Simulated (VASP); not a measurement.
The cell holds one NaCl (rock salt) (110) slab, with vacuum along c, ions free to move until forces fall under 0.03 eV/Å, no reconstruction beyond this cell, dipole correction on. Ionisation potential and electron affinity count from the cell's own band edges, surface states included.

Consider the following.

```
CELL_PARAMETERS angstrom
      3.96028     0.00000     0.00000
      0.00000     5.60068     0.00000
      0.00000     0.00000    26.77627
ATOMIC_POSITIONS crystal
  Na 0.00000 0.00000 0.32138
  Na 0.50000 0.50000 0.38462
  Na 0.00000 0.00000 0.46489
  Na 0.50000 0.50000 0.53511
  Na 0.00000 0.00000 0.61538
  Na 0.50000 0.50000 0.67862
  Cl 0.50000 0.00000 0.38943
  Cl 0.00000 0.50000 0.31390
  Cl 0.50000 0.00000 0.53823
  Cl 0.00000 0.50000 0.46177
  Cl 0.50000 0.00000 0.68610
  Cl 0.00000 0.50000 0.61057
```

Level of theory: PBEsol GGA, VASP's PBE PAW potentials (set 64) (plane waves; VASP 6.6.1). Run with 400 eV cut-off, 5×4×1 Γ-centred mesh, Gaussian smearing of 0.050 eV, potentials Na_pv Cl.

Slab and bulk use different k-meshes, so the surface energy is good to a few per cent at best.

Q: Predict its surface energy, ionisation potential, electron affinity, band gap (on the k-mesh).

A: 
```yaml
surface_energy: 0.35 J/m²
ionisation_potential: 6.26 eV
electron_affinity: 1.91 eV
band gap (on the k-mesh): 4.36 eV
```

The cell is a thin slab with vacuum, built from NaCl (rock salt): (110) face.
